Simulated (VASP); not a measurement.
## ZnO: single point with PBE

**What was measured.**

“Electronic structure of alkaline earth and post-transition metal oxides”, 2009, arxiv:0908.1581 quotes, for a bulk crystal of ZnO: band gap 3.37 eV.

Crystal: ZnO.

```
Zn O
1.0
     3.24940    0.00000    0.00000
    -1.62470    2.81406    0.00000
     0.00000    0.00000    5.20380
Zn O
2 2
Cartesian
  0.0000 1.8760 0.0025
  1.6247 0.9380 2.6044
  0.0000 1.8760 1.9859
  1.6247 0.9380 4.5878
```

```json
{"Program": "VASP 6.6.1", "Task": "single point", "Functional": "PBE", "Potentials or basis": "VASP PAW PBE potentials, release 64 (Zn, O)", "Cutoff": "520 eV", "k mesh": "8 × 8 × 5", "Occupations": "gaussian, width 0.01 eV", "Spin": "no spin polarisation", "Dipole correction": "no", "Further INCAR settings": "ALGO = Normal; EDIFF = 1e-07; NBANDS = 26"}
```

```
Pressure               : 6.0 GPa
Band gap on the k mesh : 0.79 eV, direct
```

Stress tensor (GPa, compression positive):
```
5.76 0.00 0.00
0.00 5.76 0.00
0.00 0.00 6.50
```

Levels at points of the mesh, in eV from the valence-band top:
```csv
k point,band 15,band 16,band 17,band 18,band 19,band 20,band 21,band 22
"(0.00, 0.00, 0.00)",-0.79,-0.09,0.00,0.00,0.79,5.20,8.26,12.84
"(0.50, 0.00, 0.00)",-2.82,-2.28,-1.27,-0.85,5.77,6.86,7.63,8.47
```

Wall time 28 s on 1 thread of Intel(R) Xeon(R) Platinum 8488C (Sapphire Rapids), on a shared host, peak memory 0.17 GiB.

Measured gap of ZnO: 3.37 eV (quoted in “Electronic structure of alkaline earth and post-transition metal oxides”, 2009, arxiv:0908.1581). This calculation gives 0.79 eV (-2.58 eV). So large a miss can be the level of theory's own, or it may mean another phase, state or a wrong row. The value is that of PBE, without temperature or zero-point motion. Semilocal functionals fall short of measured gaps as a rule.
